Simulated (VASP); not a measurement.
Energy against volume of KF (rock salt). Method: LDA (Ceperley-Alder, Perdew-Zunger), VASP's LDA PAW potentials (set 64) (plane waves; VASP).

```json
[
 {"V (Å³/atom)": "16.253", "E (eV/atom)": "-4.52492"},
 {"V (Å³/atom)": "16.772", "E (eV/atom)": "-4.53302"},
 {"V (Å³/atom)": "17.291", "E (eV/atom)": "-4.53590"},
 {"V (Å³/atom)": "17.809", "E (eV/atom)": "-4.53450"},
 {"V (Å³/atom)": "18.328", "E (eV/atom)": "-4.52948"}
]
```

Task: Fit a third-order Birch-Murnaghan equation of state.

Result: 
- volume per atom: 17.36 Å^3/atom
- bulk modulus: 43.4 GPa
- pressure derivative of the bulk modulus: 5.18
- lattice constant a: 5.179 Å

The compound is KF in the rock salt structure. It was relaxed first, which changed the volume by -9 %.
